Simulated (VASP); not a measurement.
OSZICAR of a VASP run on Si (diamond):

File OSZICAR:
```
       N       E                     dE             d eps       ncg     rms          rms(c)
DAV:   1     0.186260747214E+01    0.18626E+01   -0.33528E+03   464   0.799E+02
DAV:   2    -0.184868376984E+02   -0.20349E+02   -0.19630E+02   664   0.111E+02
DAV:   3    -0.187937017779E+02   -0.30686E+00   -0.30686E+00   624   0.160E+01
DAV:   4    -0.187951225807E+02   -0.14208E-02   -0.14208E-02   752   0.110E+00
DAV:   5    -0.187951234742E+02   -0.89351E-06   -0.89423E-06   632   0.266E-02    0.695E+00
DAV:   6    -0.195452364565E+02   -0.75011E+00   -0.66512E+00   504   0.296E+01    0.494E+00
DAV:   7    -0.196044088276E+02   -0.59172E-01   -0.59797E-02   712   0.270E+00    0.342E+00
DAV:   8    -0.188340527062E+02    0.77036E+00   -0.18282E+00   472   0.204E+01    0.208E-01
DAV:   9    -0.195906407053E+02   -0.75659E+00   -0.12256E+00   464   0.158E+01    0.189E-01
DAV:  10    -0.195894184370E+02    0.12223E-02   -0.13372E-02   648   0.121E+00    0.472E-02
DAV:  11    -0.195907257434E+02   -0.13073E-02   -0.38567E-03   504   0.956E-01    0.266E-02
DAV:  12    -0.195917848678E+02   -0.10591E-02   -0.17585E-03   512   0.638E-01    0.244E-02
DAV:  13    -0.195921731410E+02   -0.38827E-03   -0.61012E-04   568   0.364E-01    0.637E-03
DAV:  14    -0.195922927806E+02   -0.11964E-03   -0.39638E-05   592   0.101E-01    0.315E-03
DAV:  15    -0.195922929635E+02   -0.18286E-06   -0.68162E-08   664   0.245E-03    0.316E-03
DAV:  16    -0.195922940782E+02   -0.11148E-05   -0.76627E-08   520   0.353E-03    0.338E-03
DAV:  17    -0.195922925091E+02    0.15691E-05   -0.10326E-07   552   0.433E-03    0.396E-03
DAV:  18    -0.195922967664E+02   -0.42573E-05   -0.73406E-06   496   0.337E-02    0.193E-02
DAV:  19    -0.195923006278E+02   -0.38614E-05   -0.22287E-06   496   0.225E-02    0.706E-03
DAV:  20    -0.195923007124E+02   -0.84561E-07   -0.38524E-07   552   0.818E-03
   1 F= -.19592301E+02 E0= -.19592301E+02  d E =-.486966E-14
```

Q: Which electronic solver shows in the log?

A: It is blocked Davidson (ALGO = Normal, or the opening steps of other solvers). The INCAR had ALGO = Normal.

Q: Can the final energy be trusted as converged?

A: Self-consistency was reached. It stopped with EDIFF = 1E-7, NELM = 100 (TPSS meta-GGA, plane waves, VASP's PBE PAW potentials (set 64)).

The compound is Si in the diamond structure. This cell is one point of a volume scan, at 0.94 of the reference volume.
